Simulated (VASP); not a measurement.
Output of a VASP run:

OUTCAR:
```
 ion  position               nearest neighbor table
   1  0.000  0.000  0.000-   4 2.64   5 2.64   6 2.64   7 2.64
   2  0.500  0.500  0.000-   4 2.64   5 2.64   6 2.64   7 2.64
   3  0.500  0.000  0.500-   4 2.64   5 2.64   6 2.64   7 2.64
   4  0.258  0.242  0.242-   3 2.64   2 2.64   1 2.64   8 2.75
   5  0.742  0.758  0.242-   3 2.64   2 2.64   1 2.64   8 2.75
   6  0.742  0.242  0.758-   3 2.64   2 2.64   1 2.64   8 2.75
   7  0.258  0.758  0.758-   3 2.64   2 2.64   1 2.64   8 2.75
   8  0.000  0.500  0.500-   4 2.75   5 2.75   6 2.75   7 2.75
  LATTYP: Found a simple cubic cell.
 ALAT       =     6.1588487219
 Subroutine PRICEL returns:
 Original cell was already a primitive cell.
 Subroutine GETGRP returns: Found 24 space group operations
The static configuration has the point symmetry D_2d.
 The point group associated with its full space group is T_d .
The dynamic configuration has the point symmetry D_2d.
 Subroutine INISYM returns: Found 24 space group operations
 Subroutine IBZKPT returns following result:
 Found     10 irreducible k-points:

 Following reciprocal coordinates:
            Coordinates               Weight
  0.000000  0.000000  0.000000      1.000000
  0.250000  0.000000  0.000000      6.000000
  0.500000  0.000000  0.000000      3.000000
  0.250000  0.250000  0.000000     12.000000
  0.500000  0.250000  0.000000     12.000000
  0.500000  0.500000  0.000000      3.000000
  0.250000  0.250000  0.250000      8.000000
  0.500000  0.250000  0.250000     12.000000
  0.500000  0.500000  0.250000      6.000000
  0.500000  0.500000  0.500000      1.000000
   k-points           NKPTS =     10   k-points in BZ     NKDIM =     10   number of bands    NBANDS=     37
   number of dos      NEDOS =    601   number of ions     NIONS =      8
   total plane-waves  NPLWV =  64000
   dimension x,y,z NGX =    40 NGY =   40 NGZ =   40
   dimension x,y,z NGXF=    80 NGYF=   80 NGZF=   80
   ions per type =               3   4   1
   PREC   = accura    normal or accurate (medium, high low for compatibility)
   ISTART =      0    job   : 0-new  1-cont  2-samecut
   ICHARG =      2    charge: 1-file 2-atom 10-const
   ISPIN  =      1    spin polarized calculation?
   LNONCOLLINEAR =      F non collinear calculations
   LSORBIT =      F    spin-orbit coupling
   INIWAV =      1    electr: 0-lowe 1-rand  2-diag
   ENCUT  =  400.0 eV  29.40 Ry    5.42 a.u.  10.04 10.04 10.04*2*pi/ulx,y,z
   NELM   =    100;   NELMIN=  2; NELMDL= -5     # of ELM steps
   EDIFF  = 0.1E-06   stopping-criterion for ELM
   LREAL  =      F    real-space projection
   NLSPLINE    = F    spline interpolate recip. space projectors
   LMAXMIX     =    4 max onsite mixed and CHGCAR
   VOSKOWN=      0    Vosko Wilk Nusair interpolation
   EDIFFG = 0.1E-05   stopping-criterion for IOM
   NSW    =      0    number of steps for IOM
   NBLOCK =      1;   KBLOCK =      1    inner block; outer block
   IBRION =     -1    ionic relax: 0-MD 1-quasi-New 2-CG
   NFREE  =      0    steps in history (QN), initial steepest desc. (CG)
   ISIF   =      2    stress and relaxation
   ISYM   =      2    0-nonsym 1-usesym 2-fastsym
   TEIN   =    0.0    initial temperature
   TEBEG  =    0.0;   TEEND  =   0.0 temperature during run
   SMASS  =  -3.00    Nose mass-parameter (am)
   PSTRESS=    0.0 pullay stress
   NELECT =      62.0000    total number of electrons
   EFERMI =   0.00;   METHOD = LEGACY
   ISMEAR =    -5;   SIGMA  =   0.20  broadening in eV -4-tet -1-fermi 0-gaus
   IALGO  =     38    algorithm
   LDIAG  =      T    sub-space diagonalisation (order eigenvalues)
   IMIX   =      4    mixing-type and parameters
     AMIX     =   0.40;   BMIX     =  1.00
     AMIX_MAG =   1.60;   BMIX_MAG =  1.00
     AMIN     =   0.10
   GGA     = PS    functional components
   VOSKOWN =     0    Vosko Wilk Nusair interpolation
   LHFCALC =     F    Hartree Fock is set to
   LHFONE  =     F    Hartree Fock one center treatment
   AEXX    =    0.0000 exact exchange contribution
   IVDW    =     0    specifies the selected vdW correction
   LEPSILON=     F    determine dielectric tensor
...
```

**OSZICAR**
```
       N       E                     dE             d eps       ncg     rms          rms(c)
DAV:   1     0.348619892594E+03    0.34862E+03   -0.22692E+04   740   0.136E+03
DAV:   2     0.675323051990E+01   -0.34187E+03   -0.33080E+03   802   0.313E+02
DAV:   3    -0.243997093484E+02   -0.31153E+02   -0.30922E+02   846   0.101E+02
DAV:   4    -0.253362487740E+02   -0.93654E+00   -0.93518E+00   865   0.169E+01
DAV:   5    -0.253613260922E+02   -0.25077E-01   -0.25076E-01   959   0.243E+00    0.861E+00
DAV:   6    -0.245413167092E+02    0.82001E+00   -0.29338E+00   903   0.331E+01    0.646E+00
DAV:   7    -0.245109898118E+02    0.30327E-01   -0.12861E+00   805   0.616E+00    0.294E+00
DAV:   8    -0.245082500862E+02    0.27397E-02   -0.32240E-02   900   0.173E+00    0.108E+00
DAV:   9    -0.245074304128E+02    0.81967E-03   -0.14189E-02   900   0.169E+00    0.225E-01
DAV:  10    -0.245070966768E+02    0.33374E-03   -0.44621E-03  1031   0.793E-01    0.705E-02
DAV:  11    -0.245071841218E+02   -0.87445E-04   -0.54993E-04   805   0.147E-01    0.439E-02
DAV:  12    -0.245071756337E+02    0.84881E-05   -0.15123E-04  1027   0.116E-01    0.194E-02
DAV:  13    -0.245071830897E+02   -0.74560E-05   -0.42285E-05   790   0.435E-02    0.233E-02
DAV:  14    -0.245071834865E+02   -0.39687E-06   -0.28867E-06   910   0.128E-02    0.102E-02
DAV:  15    -0.245071836551E+02   -0.16859E-06   -0.38404E-07   749   0.430E-03    0.554E-03
DAV:  16    -0.245071842298E+02   -0.57469E-06   -0.18578E-07   631   0.286E-03    0.446E-03
DAV:  17    -0.245071841085E+02    0.12137E-06   -0.42641E-08   455   0.138E-03    0.154E-03
DAV:  18    -0.245071840646E+02    0.43888E-07   -0.13849E-08   460   0.657E-04
   1 F= -.24507184E+02 E0= -.24507184E+02  d E =0.000000E+00
```

OUTCAR:
```
------------------------ aborting loop because EDIFF is reached ----------------------------------------
  FORCE on cell =-STRESS in cart. coord.  units (eV):
  Direction    XX          YY          ZZ          XY          YZ          ZX
  --------------------------------------------------------------------------------------
  Total        0.0395426      0.0395426      0.0395426      0.0000000     -0.0000000     -0.0000000
  in kB        0.2711920      0.2711920      0.2711920      0.0000000     -0.0000000     -0.0000000
  external PRESSURE =       0.2711920 kB  Pullay stress =       0.0000000 kB
  volume of cell :      233.61
      direct lattice vectors                 reciprocal lattice vectors
     6.158848722  0.000000000  0.000000000     0.162368008  0.000000000  0.000000000
     0.000000000  6.158848722  0.000000000     0.000000000  0.162368008  0.000000000
     0.000000000  0.000000000  6.158848722     0.000000000  0.000000000  0.162368008
 POSITION                                       TOTAL-FORCE (eV/Angst)
 -----------------------------------------------------------------------------------
      0.00000      0.00000      0.00000        -0.000000     -0.000000      0.000000
      3.07942      3.07942      0.00000        -0.000000     -0.000000     -0.000000
      3.07942      0.00000      3.07942        -0.000000      0.000000      0.000000
      1.58803      1.49139      1.49139        -0.003063      0.003063      0.003063
      4.57082      4.66746      1.49139         0.003063     -0.003063      0.003063
      4.57082      1.49139      4.66746         0.003063      0.003063     -0.003063
      1.58803      4.66746      4.66746        -0.003063     -0.003063     -0.003063
      0.00000      3.07942      3.07942        -0.000000      0.000000     -0.000000
 -----------------------------------------------------------------------------------
    total drift:                               -0.000000     -0.000000     -0.000000
  FREE ENERGIE OF THE ION-ELECTRON SYSTEM (eV)
  ---------------------------------------------------
  free  energy   TOTEN  =       -24.5071840646 eV

  energy  without entropy=      -24.5071840646  energy(sigma->0) =      -24.50718406

 total charge

# of ion       s       p       d       tot
------------------------------------------
    1        0.555   0.431   9.759  10.745
    2        0.555   0.431   9.759  10.745
    3        0.555   0.431   9.759  10.745
    4        1.344   2.092   0.024   3.461
    5        1.344   2.092   0.024   3.461
    6        1.344   2.092   0.024   3.461
    7        1.344   2.092   0.024   3.461
    8        0.183   0.142   0.026   0.351
--------------------------------------------------
tot          7.225   9.802  29.401  46.429

 Electric field gradients after diagonalization (V/A^2)
 (convention: |V_zz| > |V_xx| > |V_yy|)
----------------------------------------------------------------------
 ion       V_xx      V_yy      V_zz     asymmetry (V_yy - V_xx)/ V_zz
----------------------------------------------------------------------
   1       3.737     3.737    -7.473       0.000
   2       3.737     3.737    -7.473       0.000
   3       3.737     3.737    -7.473       0.000
   4      70.598    70.598  -141.197       0.000
   5      70.598    70.598  -141.197       0.000
   6      70.598    70.598  -141.197       0.000
   7      70.598    70.598  -141.197       0.000
   8       0.000    -0.000    -0.000       0.061
```
(Selected blocks of OUTCAR.)

**POSCAR**
```
MgZn3Te4
1
    6.1588487219     0.0000000000     0.0000000000
    0.0000000000     6.1588487219     0.0000000000
    0.0000000000     0.0000000000     6.1588487219
Zn Te Mg
3 4 1
Direct
  0.0000000000   0.0000000000   0.0000000000
  0.5000000000   0.5000000000   0.0000000000
  0.5000000000   0.0000000000   0.5000000000
  0.2578454476   0.2421545524   0.2421545524
  0.7421545524   0.7578454476   0.2421545524
  0.7421545524   0.2421545524   0.7578454476
  0.2578454476   0.7578454476   0.7578454476
  0.0000000000   0.5000000000   0.5000000000
```

### Question
Write an INCAR and KPOINTS that could have produced this output.

### Answer
This is not unique; one that fits is the input of the run itself, PBEsol GGA, plane waves, VASP's PBE PAW potentials (set 64).

**INCAR**
```
SYSTEM=MgZn3Te4
PREC=Accurate; ENCUT=400; LREAL=.FALSE.
LASPH=.TRUE.
EDIFF=1E-7; NELM=100; ALGO=Normal
LMAXMIX=4
ISMEAR=-5
GGA=PS
ISIF=2
LWAVE=.FALSE.; LCHARG=.TRUE.; LORBIT=11
NEDOS=601
LEFG=.TRUE.
```

File KPOINTS:
```
Automatic mesh
0
Gamma
 4 4 4
```

POTCAR, in this order: Zn Te Mg (PBE.64 set). Program: vasp_std.

The structure was generated: MgZn3Te4 was put into an ordered model structure (P-43m), which need not be its known phase. It was relaxed first.
